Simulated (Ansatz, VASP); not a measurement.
# Cross-check of Mo2C between VASP and Ansatz

One calculation is typed for both programs; each brings its own data sets. How far apart do they land? The cell is taken from a series of runs on this material, whose earlier steps may have relaxed, scaled, displaced or heated it; both programs get it as it stands.

Program: Ansatz 0.2.0. Level of theory: plane waves, with VASP 6.6.1 beside it; relaxation of cell and atoms at PBEsol. Results are calculated unless marked as measured.

## Step 1: The structure

Symmetry: Pbcn, No. 60, orthorhombic system. Conventional cell: a = 4.713 Å, b = 5.999 Å, c = 5.178 Å, α = 90.00°, β = 90.00°, γ = 90.00°. Nearest to Mo lie 3 C at 2.08 to 2.11 Å. C has 6 Mo at 2.08 to 2.11 Å nearest. Farther neighbours are not listed.

Structure file:

```xyz
12
Lattice="4.7129 0.0000 0.0000 0.0000 5.9992 0.0000 0.0000 0.0000 5.1778" Properties=species:S:1:pos:R:3 pbc="T T T"
Mo    1.1593    0.7360    0.4119
Mo    1.1972    2.2636    3.0008
Mo    3.5157    2.2636    4.7659
Mo    3.5537    0.7360    2.1770
Mo    3.5537    5.2631    4.7659
Mo    3.5157    3.7356    2.1770
Mo    1.1972    3.7356    0.4119
Mo    1.1593    5.2631    3.0008
C     0.0000    2.2633    1.2944
C     2.3565    0.7362    3.8833
C     0.0000    3.7358    3.8833
C     2.3565    5.2629    1.2944
```

## Step 2: VASP: relaxation of cell and atoms, PBEsol

The relaxed volume is the usual yardstick between codes: in a stiff, nearly cubic crystal its relative difference is about their pressure difference at one cell divided by the bulk modulus.

Lines of VASP's logs that name or quote its potential files are left out, and so is its time.

Contents of INCAR:

```
SYSTEM = Mo2C
PREC = Accurate
ENCUT = 600
EDIFF = 1E-07
NELM = 120
ISMEAR = 1
SIGMA = 0.2
LREAL = .FALSE.
ALGO = Normal
GGA = PS
NBANDS = 79
LASPH = .TRUE.
LORBIT = 11
LWAVE = .FALSE.
LCHARG = .FALSE.
ISIF = 3
IBRION = 2
NSW = 80
EDIFFG = -0.005
GGA_COMPAT = .FALSE.
NELMIN = 4
KPAR = 2
```

Contents of POSCAR:

```
Mo2C
1.0
    4.7129340000      0.0000000000      0.0000000000
    0.0000000000      5.9991750000      0.0000000000
    0.0000000000      0.0000000000      5.1777820000
Mo C
8 4
Direct
    0.2459756491      0.1226888697      0.0795543343
    0.2540243509      0.3773110469      0.5795543343
    0.7459756491      0.3773110469      0.9204458589
    0.7540243509      0.1226888697      0.4204456657
    0.7540243509      0.8773111303      0.9204458589
    0.7459756491      0.6226889531      0.4204456657
    0.2540243509      0.6226889531      0.0795543343
    0.2459756491      0.8773111303      0.5795543343
    0.0000000000      0.3772763755      0.2500000966
    0.5000000000      0.1227235412      0.7500000966
    0.0000000000      0.6227236245      0.7500000966
    0.5000000000      0.8772764588      0.2500000966
```

Contents of KPOINTS:

```
Automatic mesh
0
Gamma
6 5 6
0 0 0
```

PAW data sets: Mo_sv and C (PBE family, release 64).

Run with:

```console
$ mpirun -np 2 vasp_std
```

Numbers of over 12 decimals in the logs are rounded to 6 here.

The log of the run:

```text
[banner, memory and clock lines left out]
running    2 mpi-ranks, on    1 nodes
 distrk:  each k-point on    1 cores,    2 groups
 distr:  one band on    1 cores,    1 groups

 POSCAR found type information on POSCAR MoC
 POSCAR found :  2 types and      12 ions
|                                                                             |
|               ----> ADVICE to this user running VASP <----                  |
|                                                                             |
|     You enforced a specific xc type in the INCAR file but a different       |
|     [... a line on the potential file left out ...]
|     I HOPE YOU KNOW WHAT YOU ARE DOING!                                     |
|                                                                             |

 LDA part: xc-table for (Slater+PW92), standard interpolation
 POSCAR, INCAR and KPOINTS ok, starting setup
 FFT: planning ... GRIDC
 FFT: planning ... GRID_SOFT
 FFT: planning ... GRID
 WAVECAR not read
 entering main loop
       N       E                     dE             d eps       ncg     rms          rms(c)
DAV:   1     0.167897995527E+04    0.16790E+04   -0.84211E+04  7592   0.190E+03
DAV:   2    -0.602227289388E+02   -0.17392E+04   -0.16871E+04  8080   0.562E+02
DAV:   3    -0.150860158035E+03   -0.90637E+02   -0.87360E+02 10043   0.118E+02
DAV:   4    -0.153136011141E+03   -0.22759E+01   -0.22417E+01  9144   0.152E+01
DAV:   5    -0.153189666215E+03   -0.53655E-01   -0.53494E-01  9361   0.217E+00    0.769E+01
DAV:   6    -0.135717460557E+03    0.17472E+02   -0.11267E+02  9018   0.334E+01    0.152E+01
DAV:   7    -0.135256307077E+03    0.46115E+00   -0.43032E+00  8794   0.687E+00    0.807E+00
DAV:   8    -0.135171933196E+03    0.84374E-01   -0.75144E-01  8729   0.244E+00    0.118E+00
DAV:   9    -0.135149942049E+03    0.21991E-01   -0.26205E-01  9544   0.124E+00    0.613E-01
DAV:  10    -0.135144311728E+03    0.56303E-02   -0.46375E-02  9157   0.647E-01    0.161E-01
DAV:  11    -0.135144157734E+03    0.15399E-03   -0.21773E-03  8720   0.163E-01    0.521E-02
DAV:  12    -0.135144177389E+03   -0.19655E-04   -0.27377E-04  9114   0.474E-02    0.203E-02
DAV:  13    -0.135144171019E+03    0.63698E-05   -0.29633E-05  9161   0.144E-02    0.413E-03
DAV:  14    -0.135144171144E+03   -0.12518E-06   -0.33207E-06  8123   0.473E-03    0.958E-04
DAV:  15    -0.135144171270E+03   -0.12519E-06   -0.76803E-08  4912   0.104E-03    0.230E-04
DAV:  16    -0.135144171387E+03   -0.11752E-06   -0.23967E-08  4830   0.463E-04    0.217E-04
DAV:  17    -0.135144171456E+03   -0.69258E-07   -0.39382E-09  4740   0.249E-04
   1 F= -.13514417E+03 E0= -.13514623E+03  d E =-.135144E+03
[...]
2 F= -.13514374E+03 E0= -.13514586E+03  d E =0.431773E-03
[...]
3 F= -.13514434E+03 E0= -.13514641E+03  d E =-.167260E-03
[...]
4 F= -.13514442E+03 E0= -.13514653E+03  d E =-.815596E-04
[...]
5 F= -.13514442E+03 E0= -.13514654E+03  d E =-.833190E-04
 curvature:  -0.59 expect dE=-0.391E-04 dE for cont linesearch -0.286E-10
 trial: gam= 0.40435 g(F)=  0.629E-04 g(S)=  0.290E-05 ort = 0.961E-07 (trialstep = 0.898E+00)
 search vector abs. value=  0.972E-04
 bond charge predicted
       N       E                     dE             d eps       ncg     rms          rms(c)
DAV:   1    -0.135144380327E+03    0.41636E-04   -0.24353E-02  7598   0.875E-01    0.271E-02
DAV:   2    -0.135144454070E+03   -0.73743E-04   -0.83919E-04  8296   0.149E-01    0.156E-02
DAV:   3    -0.135144453109E+03    0.96070E-06   -0.16062E-05  9621   0.162E-02    0.965E-03
DAV:   4    -0.135144452767E+03    0.34250E-06   -0.29067E-06  9055   0.759E-03    0.249E-03
DAV:   5    -0.135144452827E+03   -0.59865E-07   -0.45516E-07  6316   0.241E-03
   6 F= -.13514445E+03 E0= -.13514659E+03  d E =-.307912E-04
 trial-energy change:   -0.000031  1 .order   -0.000031   -0.000059   -0.000003
 step:   0.9416(harm=  0.9416)  dis= 0.00062  next Energy=  -135.144453 (dE=-0.310E-04)
 reached required accuracy - stopping structural energy minimisation
```

OUTCAR, selected parts (step 2):

```text
ion  position               nearest neighbor table
   1  0.246  0.123  0.080-  10 2.08  12 2.09   9 2.11   5 2.87   4 2.91   3 2.93   3 2.93   5 2.93
                             4 2.97   8 2.98   8 2.98   7 3.00   7 3.00   2 3.01   2 3.01
   2  0.254  0.377  0.580-   9 2.08  11 2.09  10 2.11   6 2.87   3 2.91   4 2.93   4 2.93   6 2.93
                             3 2.97   7 2.98   7 2.98   8 3.00   8 3.00   1 3.01   1 3.01
   3  0.746  0.377  0.920-   9 2.08  11 2.09  10 2.11   7 2.87   2 2.91   1 2.93   1 2.93   7 2.93
                             2 2.97   6 2.98   6 2.98   5 3.00   5 3.00   4 3.01   4 3.01
   4  0.754  0.123  0.420-  10 2.08  12 2.09   9 2.11   8 2.87   1 2.91   2 2.93   2 2.93   8 2.93
                             1 2.97   5 2.98   5 2.98   6 3.00   6 3.00   3 3.01   3 3.01
   5  0.754  0.877  0.920-  12 2.08  10 2.09  11 2.11   1 2.87   8 2.91   7 2.93   7 2.93   1 2.93
                             8 2.97   4 2.98   4 2.98   3 3.00   3 3.00   6 3.01   6 3.01
   6  0.746  0.623  0.420-  11 2.08   9 2.09  12 2.11   2 2.87   7 2.91   8 2.93   8 2.93   2 2.93
                             7 2.97   3 2.98   3 2.98   4 3.00   4 3.00   5 3.01   5 3.01
   7  0.254  0.623  0.080-  11 2.08   9 2.09  12 2.11   3 2.87   6 2.91   5 2.93   5 2.93   3 2.93
                             6 2.97   2 2.98   2 2.98   1 3.00   1 3.00   8 3.01   8 3.01
   8  0.246  0.877  0.580-  12 2.08  10 2.09  11 2.11   4 2.87   5 2.91   6 2.93   6 2.93   4 2.93
                             5 2.97   1 2.98   1 2.98   2 3.00   2 3.00   7 3.01   7 3.01
   9  0.000  0.377  0.250-   3 2.08   2 2.08   6 2.09   7 2.09   4 2.11   1 2.11
  10  0.500  0.123  0.750-   1 2.08   4 2.08   5 2.09   8 2.09   2 2.11   3 2.11
  11  0.000  0.623  0.750-   7 2.08   6 2.08   2 2.09   3 2.09   8 2.11   5 2.11
  12  0.500  0.877  0.250-   5 2.08   8 2.08   4 2.09   1 2.09   6 2.11   7 2.11

  LATTYP: Found a simple orthorhombic cell.
 ALAT       =     4.7129340000
 B/A-ratio  =     1.0986324018
 C/A-ratio  =     1.2729172528

 Subroutine GETGRP returns: Found  8 space group operations
 (whereof  2 operations were pure point group operations)

The static configuration has the point symmetry S_2 .
 The point group associated with its full space group is D_2h.

 Found     48 irreducible k-points:

   k-points           NKPTS =     48   k-points in BZ     NKDIM =     48   number of bands    NBANDS=     79

   dimension x,y,z NGX =    40 NGY =   48 NGZ =   42
   dimension x,y,z NGXF=    80 NGYF=   96 NGZF=   84

   ENCUT  =  600.0 eV  44.10 Ry    6.64 a.u.   9.41 11.98 10.34*2*pi/ulx,y,z

   NELECT =     128.0000    total number of electrons

 k-points in reciprocal lattice and weights: Automatic mesh
   0.00000000  0.00000000  0.00000000       0.006
   0.16666667  0.00000000  0.00000000       0.011
   0.33333333  0.00000000  0.00000000       0.011
   0.50000000  0.00000000  0.00000000       0.006
   0.00000000  0.20000000  0.00000000       0.011
   0.16666667  0.20000000  0.00000000       0.022
   0.33333333  0.20000000  0.00000000       0.022
   0.50000000  0.20000000  0.00000000       0.011
   0.00000000  0.40000000  0.00000000       0.011
[...]
0.33333333  0.40000000  0.50000000       0.022
   0.50000000  0.40000000  0.50000000       0.011

 average (electrostatic) potential at core
       1 -69.4626       2 -69.4626       3 -69.4626       4 -69.4626       5 -69.4626
       6 -69.4626       7 -69.4626       8 -69.4626       9 -43.1424      10 -43.1424
      11 -43.1423      12 -43.1424

 E-fermi :  12.3018

 k-point     1 :       0.0000    0.0000    0.0000
  band No.  band energies     occupation
    ...
     61      11.1591      2.00000
     62      11.1711      2.00000
     63      11.5402      2.00000
     64      11.6726      2.00008
     65      11.6781      2.00009
     66      12.8424     -0.00089
     67      13.1719     -0.00000
     68      13.2222     -0.00000
     69      13.3387     -0.00000
     70      13.5008     -0.00000
    ...

 k-point     2 :       0.1667    0.0000    0.0000
  band No.  band energies     occupation
    ...
     61      10.8391      2.00000
     62      11.5773      2.00000
     63      11.9227      2.02208
     64      12.0248      2.06462
     65      12.3530      0.58194
     66      12.5662     -0.06836
     67      12.9050     -0.00017
     68      13.2297     -0.00000
     69      13.4367     -0.00000
     70      13.4787     -0.00000
    ...

 k-point     3 :       0.3333    0.0000    0.0000
  band No.  band energies     occupation
    ...
     60      10.5271      2.00000
     61      11.0560      2.00000
     62      11.6851      2.00012
     63      11.9441      2.02976
     64      12.1306      2.00602
     65      12.6756     -0.02386
     66      12.7858     -0.00328
     67      12.9340     -0.00007
     68      12.9417     -0.00006
     69      13.2040     -0.00000
    ...

  Total       -0.0174411      0.0032270      0.0171084      0.0000000      0.0000000      0.0000000
  in kB       -0.1907450      0.0352919      0.1871071      0.0000000      0.0000000      0.0000000
  external PRESSURE =       0.0105513 kB  Pullay stress =       0.0000000 kB

  energy-cutoff  :      600.00
  volume of cell :      146.50
      direct lattice vectors                 reciprocal lattice vectors
     4.715780507  0.000000000  0.000000000     0.212053975  0.000000000 -0.000000000
     0.000000000  6.000591995  0.000000000     0.000000000  0.166650224  0.000000000
     0.000000000  0.000000000  5.177050469    -0.000000000  0.000000000  0.193160180

 POSITION                                       TOTAL-FORCE (eV/Angst)
 -----------------------------------------------------------------------------------
      1.15884      0.73490      0.41253         0.000370     -0.002891     -0.001632
      1.19905      2.26539      3.00105        -0.000370      0.002891     -0.001632
      3.51673      2.26539      4.76452         0.000370      0.002891      0.001632
      3.55694      0.73490      2.17600        -0.000370     -0.002891      0.001632
      3.55694      5.26569      4.76452        -0.000370      0.002891      0.001632
      3.51673      3.73520      2.17600         0.000370     -0.002891      0.001632
      1.19905      3.73520      0.41253        -0.000370     -0.002891     -0.001632
      1.15884      5.26569      3.00105         0.000370      0.002891     -0.001632
      4.71578      2.26433      1.29426         0.000000     -0.002561      0.000000
      2.35789      0.73596      3.88279         0.000000      0.002561      0.000000
      4.71578      3.73626      3.88279         0.000000      0.002561      0.000000
      2.35789      5.26463      1.29426         0.000000     -0.002561      0.000000
 -----------------------------------------------------------------------------------
    total drift:                                0.000000      0.003640      0.001630

  FREE ENERGIE OF THE ION-ELECTRON SYSTEM (eV)
  ---------------------------------------------------
  free  energy   TOTEN  =      -135.1444528265 eV

  energy  without entropy=     -135.1508511798  energy(sigma->0) =     -135.14658561

 reached required accuracy - stopping structural energy minimisation

 total charge
# of ion       s       p       d       tot
------------------------------------------
    1        2.329   6.244   3.989  12.561
    2        2.329   6.244   3.989  12.561
    3        2.329   6.244   3.989  12.561
    4        2.329   6.244   3.989  12.561
    5        2.329   6.244   3.989  12.561
    6        2.329   6.244   3.989  12.561
    7        2.329   6.244   3.989  12.561
    8        2.329   6.244   3.989  12.561
    9        0.886   1.584   0.000   2.470
   10        0.886   1.584   0.000   2.470
   11        0.886   1.584   0.000   2.470
   12        0.886   1.584   0.000   2.470
--------------------------------------------------
tot         22.172  56.287  31.908 110.367

[... 3 further parts left out ...]
```

CONTCAR:

```
Mo2C
   1.00000000000000
     4.7157805071832808    0.0000000000000000    0.0000000000000000
     0.0000000000000000    6.0005919951306206    0.0000000000000000
     0.0000000000000000    0.0000000000000000    5.1770504689303403
  Mo              C
     8     4
Direct
     0.2457372355418329    0.1224716308761087    0.0796837393183266
     0.2542627644581600    0.3775282857238879    0.5796837393183266
     0.7457372355418400    0.3775282857238879    0.9203164538816752
     0.7542627644581600    0.1224716308761087    0.4203162606816734
     0.7542627644581600    0.8775283691238913    0.9203164538816752
     0.7457372355418400    0.6224717142761120    0.4203162606816734
     0.2542627644581600    0.6224717142761120    0.0796837393183266
     0.2457372355418329    0.8775283691238913    0.5796837393183266
     1.0000000000000000    0.3773514148758446    0.2500000965999973
     0.5000000000000000    0.1226485018241610    0.7500000965999973
     1.0000000000000000    0.6226485851241556    0.7500000965999973
     0.5000000000000000    0.8773514981758389    0.2500000965999973
```

The run keeps the 8 symmetry operations of its start, so it cannot find a distortion of lower symmetry.

[end of part 1 of 2]

[Lines on the potential files, build, host, timing and source positions are cut from VASP's logs without a mark.]

[Logs are printed without paths, hosts, clocks, repeated set-up lines and the standing remarks that a program may print on its own settings, such as how far it seeks lower states.]

[Hosts, paths, dates, database ids (printed as entryN), source tags and the programs' standing remarks are cut or masked in the printed files.]
